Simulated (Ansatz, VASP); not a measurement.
## Cross-check of TaN between VASP and Ansatz

Wanted: the spread between two codes on one cell, functional and k mesh. The structure shown is the end of the Ansatz relaxation below.

Calculated with Ansatz 0.2.0; plane waves, with VASP 6.6.1 beside it; single point at PBEsol.

## Step 1: The structure

Symmetry: P-6m2, No. 187, hexagonal system. Conventional cell: a = 2.816 Å, b = 2.816 Å, c = 2.784 Å, α = 90.00°, β = 90.00°, γ = 120.00°. Nearest to N lie 6 Ta at 2.14 Å. Ta has 6 N at 2.14 Å nearest. Farther neighbours and most contacts between anions are not listed.

## Step 2: Ansatz: relaxation, PBEsol

Ansatz runs on its PAW soft_1 files.

This run makes the geometry at which the two programs are then compared.

File input.yaml:

```yaml
crystal:
  lattice:
    - [2.8177538951, 0.0, 0.0]
    - [-1.4088769475, 2.4402464548, 0.0]
    - [0.0, 0.0, 2.781728381]
  atoms:
    - { symbol: "N", position: [0.6666666667, 0.3333333333, 0.0] }
    - { symbol: Ta, position: [0.0, 0.0, 0.5] }
kpoints:
  mp_grid: { grid: [18, 18, 16] }
hamiltonian:
  xc: pbesol
  pseudopotentials: { kind: paw, azcp: { folder: soft_1 }, xc_functional: pbe }
scf:
  occupations: { method: methfessel_paxton, width: 0.2 }
output:
  forces: true
  stress: true
  eigenvalues: true
relax:
  adjacent_minimum: "off"
  f_tol: 0.001
  max_steps: 60
  cell: { stress_tol: 0.01, fix: [volume] }
```

Started as:

```bash
$ ansatz run input.yaml --threads 4 --pin off --max-ram 10240MiB --backend cpu --events-out ev --progress --plain --runs-dir out
```

Numbers of over 12 decimals in the logs are rounded to 6 here.

The log of the run:

```text
Engine: ansatz 0.2.0, x86_64-unknown-linux-gnu
Pseudopotentials: kind: paw
Pseudopotential: N, paw, valence charge 5, recommended cutoff 420 eV (normal), soft_1/N.paw.azcp
Pseudopotential: Ta, paw, valence charge 13, recommended cutoff 420 eV (normal), soft_1/Ta.paw.azcp
Functional definition: PBEsol
  exchange = pbesol_x
  correlation = pbesol_c
Crystal: 2 atoms, lattice volume = 19.127 Å³
Basis set: ecut = 420 eV, 393 PW (Γ), exchange–correlation on 40×40×40 points (8 copies of the dense FFT grid, shifted against one another)
Bands: 13, of which v1, the nominal top of the filled ones, is band 9 counted from 1 (8 counted from 0)
Symmetry: 12 space group operations
Space group: P-6m2 (ITA 187), of the structure as read, at distance tolerance 2.7e-5 Å
k-points: 333 of 5184 (time reversal used)
Non-local potential: N, projectors of the file, l = 0: 2, l = 1: 2, l = 2: 1
Non-local potential: Ta, projectors of the file, l = 0: 3, l = 1: 2, l = 2: 2, l = 3: 1
PAW form: soft (Blöchl's): semilocal exchange-correlation on the pseudo side does not see the compensation charge
PAW frozen core: N, regenerated for the run's functional, and the local potential with it (the file was generated under x = pbe(κ = 0.804, μ = 0.219515), c = pbe(β = 0.066725))
PAW frozen core: Ta, regenerated for the run's functional, and the local potential with it (the file was generated under x = pbe(κ = 0.804, μ = 0.219515), c = pbe(β = 0.066725))
PAW one-centre angular grid: N, 110 points (default); XC on 64 Gauss nodes
PAW one-centre angular grid: Ta, 590 points (default); XC on 64 Gauss nodes
Initial density: superposition of atomic densities (chi_scale 0.1, normalization cell, long waves kept (reshape's long-wave potential 0.00 eV rms))
Initial wavefunctions: pseudopotential atomic-orbital guess
Functional: x = pbesol(κ = 0.804, μ = 0.123457), c = pbesol(β = 0.046)
SCF iter   1: F=—  HF=-10188.318596 eV  |F-HF|=—  |Δ(HF+E_count)|=         —  Δρ=5.51e-2  dr2=3.58e-1  ethr=3.10e-3  ⟨swp⟩=5.0  Hψ=21433  notcnv=0
preconditioner: auto → none  [metal: Δε(μ)=0.083 eV  Ē_g=12.329 eV  σ=0.200 eV  W_gap=0.34  n_scr=8 (ndim 8)  ℏωp=26.8 eV  f_vac=0.000  D(μ)=0.06/eV (n_scr^D=0)  sad-step TF]
SCF iter   2: F=—  HF=-10188.294517 eV  |F-HF|=—  |Δ(HF+E_count)|=   2.41e-2  S|Δr|=    0.00e0  Δρ=3.46e-2  dr2=1.48e-1  ethr=1.99e-3  ⟨swp⟩=1.0  Hψ=6993  notcnv=0
SCF iter   3: F=—  HF=-10188.270457 eV  |F-HF|=—  |Δ(HF+E_count)|=   2.41e-2  S|Δr|=    0.00e0  Δρ=1.79e-3  dr2=2.81e-4  ethr=8.24e-4  ⟨swp⟩=2.5  Hψ=6070  notcnv=0
SCF iter   4: F=—  HF=-10188.270638 eV  |F-HF|=—  |Δ(HF+E_count)|=   1.82e-4  S|Δr|=    0.00e0  Δρ=3.28e-4  dr2=1.87e-5  ethr=1.56e-6  ⟨swp⟩=2.5  Hψ=7082  notcnv=0
SCF iter   5: F=—  HF=-10188.270640 eV  |F-HF|=—  |Δ(HF+E_count)|=   1.45e-6  S|Δr|=    0.00e0  Δρ=4.30e-5  dr2=8.96e-8  ethr=5.56e-10  ⟨swp⟩=5.9  Hψ=26471  notcnv=0
SCF iter   6: F=-10188.270640 eV  HF=-10188.270640 eV  |F-HF|=1.00e-9  |Δ(HF+E_count)|=   2.11e-8  S|Δr|=    0.00e0  Δρ=5.74e-6  dr2=2.50e-9  ethr=4.98e-10  ⟨swp⟩=2.6  Hψ=14624  notcnv=0
SCF 1 converged in 6 iterations: F = -10188.270640 eV  dr2 = 2.50e-9
  greatest PAW one-centre occupation: 0.999 electrons in one spin orbital (limit 2), on the Ta atom at site 1 (counted from 0), in its partial waves of l = 0
relax step   1: F+E_penalty+E_count = -10188.27063976 eV  Δ(F+E_penalty+E_count) = +0.000e0 eV  max|allowed force component| = 1.110e-16 eV/Å  Δτ_max = 0.0000 Å  P = +47.862 GPa  Ω = 19.127 Å³  fix = [volume]  reactions: volume +47.862 GPa  (6 SCF iters, dr2 threshold 1.00e-7 eV, accepted)
[...]
relax step   2: F+E_penalty+E_count = -10188.27055641 eV  Δ(F+E_penalty+E_count) = +8.335e-5 eV  max|allowed force component| = 7.401e-17 eV/Å  Δτ_max = 0.0000 Å  P = +47.734 GPa  Ω = 19.127 Å³  energy of the carried Pulay correction = -1.509e-6 eV  fix = [volume]  (3 SCF iters, dr2 threshold 2.00e-7 eV, rejected (line search))
[...]
relax step   3: F+E_penalty+E_count = -10188.27070660 eV  Δ(F+E_penalty+E_count) = -6.684e-5 eV  max|allowed force component| = 5.551e-17 eV/Å  Δτ_max = 0.0000 Å  P = +47.809 GPa  Ω = 19.127 Å³  energy of the carried Pulay correction = -6.072e-7 eV  fix = [volume]  reactions: volume +47.809 GPa  (6 SCF iters, accepted)
[...]
relax step   4: F+E_penalty+E_count = -10188.27071435 eV  Δ(F+E_penalty+E_count) = -7.743e-6 eV  max|allowed force component| = 3.701e-17 eV/Å  Δτ_max = 0.0000 Å  P = +47.809 GPa  Ω = 19.127 Å³  fix = [volume]  reactions: volume +47.809 GPa  stress off target by 1.76e-3 GPa on what of the cell is left free  SCF on the basis re-selected at this cell (its energy is not comparable with the rows above)  (4 SCF iters)
basis re-selected at this cell: Δ(F+E_penalty+E_count) = -7.743e-6 eV, ΔP = +0.000 GPa vs the last step (what re-selecting the basis moved, of the pressure what is left beyond the Pulay correction that the steps carried, after the strain that the cell walked since its last selection, with what the two solves' SCF thresholds leave and, on support functions, any second-order correction that the steps lacked; it is no m [...]
SCF converged after 4 iterations
Stability not checked: this state was not tested for a lower state beside it, because cold or Methfessel-Paxton smearing, or corrected tetrahedra, fill the levels in a way that the test cannot read (fill_not_monotonic; see scf.lower_state_search)
Free energy (F): -10188.270714 eV
Harris-Foulkes:  -10188.270714 eV  (|F-HF|=9.09e-12)
Internal energy: -10188.271457 eV  (E = F + TS)
E sigma→0 (E₀):  -10188.270900 eV
Entropy (-TS):   0.000743 eV (0.371 meV/atom)
Fermi energy:    22.678919 eV
--- Per-component energies (eV) ---
  E_band       = -8.944400
  E_kinetic    = 533.395064
  E_local      = -509.100807  (includes V_loc(G=0)·N_el)
  E_nonlocal   = 27.172896
  E_hartree    = 190.040500
  E_xc         = -382.161445
  E_vxc        = -314.228567  (∫ρ·V_xc dr)
  E_paw        = -8305.568997  (= ΣΔE_a)
  E_vpaw       = -126.264883  (= ΣTr[D̂ρ^β])
  E_aug_tail   = 0.000900  (compensation charges beyond the density's cutoff)
  E_ewald      = -1742.291379
  E_core_change = 0.241812  (= ΣΔE_core)
  E_smearing   = 0.000743  (= −TS)
  E_closure    = 0.000000  (closes the sum)
  Σ components = -10188.270714   (vs F -10188.270714, Δ=0.00e0)
--- Forces (eV/Å), atoms counted from 1 ---
  atom   1  N      0.00000000     0.00000000     0.00000000
  atom   2  Ta     0.00000000     0.00000000     0.00000000
  max |Σ_I F_I| component: 2.78e-16 eV/Å
--- Stress (GPa, compression-positive) ---
       47.808440      -0.000000       0.000000
       -0.000000      47.808440       0.000000
        0.000000       0.000000      47.811073
  P = ⅓ Tr σ = 47.8093 GPa (478.093 kbar)
--- Band table (eV; the first three rows and the last of 333) ---
  k-point 0: bands = [... 5 lower, 17.6934, 17.6934, 17.9162, 19.6596, 25.9018, 26.8655, 26.8655, 27.4472]
  k-point 1: bands = [... 5 lower, 17.6652, 17.7300, 17.7300, 19.8765, 26.0292, 26.1812, 26.1812, 27.9615]
  k-point 2: bands = [... 5 lower, 17.0398, 17.8349, 17.8349, 20.4390, 25.2469, 25.2469, 26.3812, 28.3735]
  k-point 332: bands = [... 5 lower, 13.4220, 15.7824, 18.8106, 22.4721, 28.3635, 28.7010, 30.6085, 31.4697]
--- Relaxed structure (3 steps of the walk, 2 accepted, 1 SCFs on fresh bases) ---
  F+E_penalty+E_count = -10188.27071435 eV   max|allowed force component| = 3.701e-17 eV/Å   (the final SCF, on the basis selected at the relaxed cell)
  cell:  # Å, volume = 19.1272 Å³
    - [2.816387, -2.885351797825505e-11, 0.0]
    - [-1.408193, 2.439062, 0.0]
    - [0.0, 0.0, 2.784430]
  atoms:
    - { symbol: N, position: [0.666667, 0.333333, 0.0] }
    - { symbol: Ta, position: [-3.700743415524894e-17, 0, 0.5] }
```

In the SCF lines HF is the Harris–Foulkes energy and dr2 the Hartree energy of the density residual, in eV; the loop may stop once dr2 is under the threshold and the program's other checks hold. Hψ counts applications of the Hamiltonian.

## Step 3: VASP: single point, PBEsol, pair 1

The same cell, functional, mesh and smearing now go to VASP, with its own data sets.

Lines of VASP's logs that name or quote its potential files are left out, and so is its time.

File INCAR:

```
SYSTEM = TaN
PREC = Accurate
ENCUT = 600
EDIFF = 1E-06
NELM = 120
ISMEAR = 1
SIGMA = 0.2
LREAL = .FALSE.
ALGO = Normal
GGA = PS
NBANDS = 14
LASPH = .TRUE.
LORBIT = 11
LWAVE = .FALSE.
LCHARG = .FALSE.
ISIF = 2
GGA_COMPAT = .FALSE.
KPAR = 2
```

File POSCAR:

```
TaN
1.0
    2.8163867811      0.0000000000      0.0000000000
   -1.4081933905      2.4390624993      0.0000000000
    0.0000000000      0.0000000000      2.7844296172
N Ta
1 1
Direct
    0.6666666667      0.3333333333      0.0000000000
    0.0000000000      0.0000000000      0.5000000000
```

File KPOINTS:

```
Automatic mesh
0
Gamma
18 18 16
0 0 0
```

PAW data sets: N and Ta_pv (PBE family, release 64).

Started as:

```bash
$ mpirun -np 2 vasp_std
```

The log of the run:

```text
[banner, memory and clock lines left out]
running    2 mpi-ranks, on    1 nodes
 distrk:  each k-point on    1 cores,    2 groups
 distr:  one band on    1 cores,    1 groups

 POSCAR found type information on POSCAR N Ta
 POSCAR found :  2 types and       2 ions
|                                                                             |
|               ----> ADVICE to this user running VASP <----                  |
|                                                                             |
|     You enforced a specific xc type in the INCAR file but a different       |
|     [... a line on the potential file left out ...]
|     I HOPE YOU KNOW WHAT YOU ARE DOING!                                     |
|                                                                             |

 LDA part: xc-table for (Slater+PW92), standard interpolation
 POSCAR, INCAR and KPOINTS ok, starting setup
 FFT: planning ... GRIDC
 FFT: planning ... GRID_SOFT
 FFT: planning ... GRID
 WAVECAR not read
 entering main loop
       N       E                     dE             d eps       ncg     rms          rms(c)
DAV:   1     0.104705292679E+03    0.10471E+03   -0.98246E+03  9332   0.136E+03
DAV:   2    -0.223182635755E+02   -0.12702E+03   -0.12048E+03 11214   0.356E+02
DAV:   3    -0.257625001094E+02   -0.34442E+01   -0.34256E+01 10854   0.579E+01
DAV:   4    -0.257778464978E+02   -0.15346E-01   -0.15344E-01 11142   0.410E+00
DAV:   5    -0.257779356046E+02   -0.89107E-04   -0.89105E-04 11244   0.295E-01    0.302E+01
DAV:   6    -0.235832206094E+02    0.21947E+01   -0.36090E+00 11548   0.248E+01    0.133E+01
DAV:   7    -0.235311661783E+02    0.52054E-01   -0.40232E-01 11658   0.598E+00    0.858E+00
DAV:   8    -0.235053623173E+02    0.25804E-01   -0.84535E-02 12912   0.272E+00    0.179E+00
DAV:   9    -0.235003560690E+02    0.50062E-02   -0.94632E-03  9936   0.894E-01    0.152E-01
DAV:  10    -0.235003291046E+02    0.26964E-04   -0.67560E-04 12498   0.318E-01    0.104E-01
DAV:  11    -0.235002977716E+02    0.31333E-04   -0.48731E-05 10386   0.810E-02    0.969E-03
DAV:  12    -0.235002971567E+02    0.61493E-06   -0.44449E-06 12000   0.216E-02
   1 F= -.23500297E+02 E0= -.23500543E+02  d E =0.736326E-03
```

Parts of OUTCAR (step 3):

```text
ion  position               nearest neighbor table
   1  0.667  0.333  0.000-   2 2.14   2 2.14   2 2.14   2 2.14   2 2.14   2 2.14
   2  0.000  0.000  0.500-   1 2.14   1 2.14   1 2.14   1 2.14   1 2.14   1 2.14

  LATTYP: Found a hexagonal cell.
 ALAT       =     2.8163867811
 C/A-ratio  =     0.9886531338

 Subroutine GETGRP returns: Found 12 space group operations
 (whereof 12 operations were pure point group operations)

The static configuration has the point symmetry D_3h.

 Found    333 irreducible k-points:

   k-points           NKPTS =    333   k-points in BZ     NKDIM =    333   number of bands    NBANDS=     14

   dimension x,y,z NGX =    24 NGY =   24 NGZ =   24
   dimension x,y,z NGXF=    48 NGYF=   48 NGZF=   48

   ENCUT  =  600.0 eV  44.10 Ry    6.64 a.u.   5.63  5.63  5.56*2*pi/ulx,y,z

   NELECT =      16.0000    total number of electrons

 k-points in reciprocal lattice and weights: Automatic mesh
   0.00000000  0.00000000  0.00000000       0.000
   0.05555556 -0.00000000  0.00000000       0.001
   0.11111111 -0.00000000  0.00000000       0.001
   0.16666667 -0.00000000  0.00000000       0.001
   0.22222222  0.00000000  0.00000000       0.001
   0.27777778  0.00000000  0.00000000       0.001
   0.33333333 -0.00000000  0.00000000       0.001
   0.38888889 -0.00000000  0.00000000       0.001
   0.44444444  0.00000000  0.00000000       0.001
[...]
0.33333333  0.27777778  0.50000000       0.002
   0.33333333  0.33333333  0.50000000       0.000

 average (electrostatic) potential at core
       1 -60.5783       2 -33.0840

 E-fermi :   9.3093

 k-point     1 :       0.0000    0.0000    0.0000
  band No.  band energies     occupation
    ...
      4      -9.2678      2.00000
      5       4.3343      2.00000
      6       4.3343      2.00000
      7       4.5412      2.00000
      8       6.3150      2.00000
      9      12.5909     -0.00000
     10      13.5194      0.00000
     11      13.5194      0.00000
     12      14.0717      0.00000
     13      14.0717      0.00000
    ...

 k-point     2 :       0.0556   -0.0000    0.0000
  band No.  band energies     occupation
    ...
      4      -9.1847      2.00000
      5       4.0937      2.00000
      6       4.3963      2.00000
      7       4.6816      2.00000
      8       6.1965      2.00000
      9      12.8621     -0.00000
     10      13.3510      0.00000
     11      13.5284      0.00000
     12      14.0289      0.00000
     13      14.1757      0.00000
    ...

 k-point     3 :       0.1111   -0.0000    0.0000
  band No.  band energies     occupation
    ...
      4      -8.9462      2.00000
      5       3.5678      2.00000
      6       4.5726      2.00000
      7       4.9713      2.00000
      8       5.8752      2.00000
      9      12.8946     -0.00000
     10      13.5675      0.00000
     11      13.5984      0.00000
     12      13.9080      0.00000
     13      14.4428      0.00000
    ...

  Total        5.8728987      5.8728987      5.9194561      0.0000000      0.0000000      0.0000000
  in kB      491.9394151    491.9394151    495.8392624      0.0000000      0.0000000      0.0000000
  external PRESSURE =     493.2393642 kB  Pullay stress =       0.0000000 kB

  energy-cutoff  :      600.00
  volume of cell :       19.13
      direct lattice vectors                 reciprocal lattice vectors
     2.816386781  0.000000000  0.000000000     0.355064868  0.204996797  0.000000000
    -1.408193390  2.439062499  0.000000000     0.000000000  0.409993594  0.000000000
     0.000000000  0.000000000  2.784429617     0.000000000  0.000000000  0.359139981

 POSITION                                       TOTAL-FORCE (eV/Angst)
 -----------------------------------------------------------------------------------
      1.40819      0.81302      0.00000        -0.000000      0.000000      0.000000
      0.00000      0.00000      1.39221         0.000000      0.000000      0.000000
 -----------------------------------------------------------------------------------
    total drift:                               -0.000000      0.000000      0.000000

  FREE ENERGIE OF THE ION-ELECTRON SYSTEM (eV)
  ---------------------------------------------------
  free  energy   TOTEN  =       -23.5002971567 eV

  energy  without entropy=      -23.5010334823  energy(sigma->0) =      -23.50054260

 total charge
# of ion       s       p       d       tot
------------------------------------------
    1        1.229   2.579   0.000   3.808
    2        0.340   6.348   2.647   9.335
--------------------------------------------------
tot          1.569   8.927   2.647  13.142

[... 3 further parts left out ...]
```

The run ends at a pressure of 49.32 GPa.

## Step 4: Side by side

Known differences besides the potentials themselves: the data sets hold 18 valence electrons in Ansatz (on its PAW soft_1 files) and 16 in VASP; the cutoff is 420 eV in Ansatz and 600 eV in VASP; Ansatz makes its cores anew for this functional, VASP keeps those of its PBE data sets; Ansatz's pressure holds a Pulay correction, VASP's none. Total energies have different zeros and are not compared.

The two programs side by side:

```
      quantity  Ansatz   VASP  difference
pressure (GPa)   47.81  49.32       -1.51
```

## Step 5: Ansatz: relaxation, PBEsol

This run makes the geometry at which the two programs are then compared. The cell compared in this pair holds 19.55 Å³, against 19.13 Å³ for the pair before.

The structure compared here is the end of the Ansatz relaxation.

input.yaml, as its differences from that of step 2:

```diff
@@ -2,5 +2,5 @@
   lattice:
-    - [2.8177538951, 0.0, 0.0]
-    - [-1.4088769475, 2.4402464548, 0.0]
-    - [0.0, 0.0, 2.781728381]
+    - [2.8398251349, 0.0, 0.0]
+    - [-1.4199125674, 2.4593607091, 0.0]
+    - [0.0, 0.0, 2.7995160358]
   atoms:
```

Started as:

```bash
$ ansatz run input.yaml --threads 4 --pin off --max-ram 10240MiB --backend cpu --events-out ev --progress --plain --runs-dir out
```

The log of the run:

```text
[...]
Crystal: 2 atoms, lattice volume = 19.552 Å³
Basis set: ecut = 420 eV, 405 PW (Γ), exchange–correlation on 40×40×40 points (8 copies of the dense FFT grid, shifted against one another)
Bands: 13, of which v1, the nominal top of the filled ones, is band 9 counted from 1 (8 counted from 0)
Symmetry: 12 space group operations
[...]
k-points: 333 of 5184 (time reversal used)
[...]
k-point 332: bands = [... 5 lower, 13.0955, 15.3170, 18.2790, 21.9202, 27.6045, 27.9960, 29.8614, 30.7201]
--- Relaxed structure (3 steps of the walk, 2 accepted, 1 SCFs on fresh bases) ---
[...]
cell:  # Å, volume = 19.5523 Å³
    - [2.838473, -2.8853602902291864e-11, 0.0]
    - [-1.419237, 2.458190, 0.0]
    - [0.0, 0.0, 2.802183]
  atoms:
    - { symbol: N, position: [0.666667, 0.333333, 0.0] }
    - { symbol: Ta, position: [-3.700743415524894e-17, 0, 0.5] }
[key lines of the parts left out:]
SCF converged after 4 iterations
Free energy (F): -10188.381773 eV
Fermi energy:    22.133491 eV
P = ⅓ Tr σ = 36.1232 GPa (361.232 kbar)
```

## Step 6: VASP: single point, PBEsol, pair 2

The same cell, functional, mesh and smearing now go to VASP, with its own data sets.

INCAR is that of step 3.

File POSCAR:

```
TaN
1.0
    2.8384734178      0.0000000000      0.0000000000
   -1.4192367089      2.4581900878      0.0000000000
    0.0000000000      0.0000000000      2.8021830008
N Ta
1 1
Direct
    0.6666666667      0.3333333333      0.0000000000
    0.0000000000      0.0000000000      0.5000000000
```

KPOINTS is that of step 3.

Started as:

```bash
$ mpirun -np 2 vasp_std
```

The log of the run:

```text
[banner, memory and clock lines left out]
running    2 mpi-ranks, on    1 nodes
[...]
[... a notice as in an earlier step ...]

 LDA part: xc-table for (Slater+PW92), standard interpolation
 POSCAR, INCAR and KPOINTS ok, starting setup
[...]
entering main loop
       N       E                     dE             d eps       ncg     rms          rms(c)
DAV:   1     0.104794730856E+03    0.10479E+03   -0.98471E+03  9332   0.136E+03
DAV:   2    -0.223800079614E+02   -0.12717E+03   -0.12053E+03 11274   0.355E+02
DAV:   3    -0.258812774366E+02   -0.35013E+01   -0.34811E+01 10758   0.582E+01
DAV:   4    -0.258976011974E+02   -0.16324E-01   -0.16321E-01 11244   0.419E+00
[...]
DAV:  10    -0.236158413644E+02    0.46533E-04   -0.63273E-04 12738   0.310E-01    0.116E-01
DAV:  11    -0.236158097885E+02    0.31576E-04   -0.48204E-05 10212   0.791E-02    0.112E-02
DAV:  12    -0.236158092682E+02    0.52030E-06   -0.42203E-06 12300   0.205E-02
   1 F= -.23615809E+02 E0= -.23616077E+02  d E =0.803700E-03
```

[end of part 1 of 2]

[Lines on the potential files, build, host, timing and source positions are cut from VASP's logs without a mark.]

[Logs are printed without paths, hosts, clocks, repeated set-up lines and the standing remarks that a program may print on its own settings, such as how far it seeks lower states.]

[Hosts, paths, dates, database ids (printed as entryN), source tags and the programs' standing remarks are cut or masked in the printed files.]
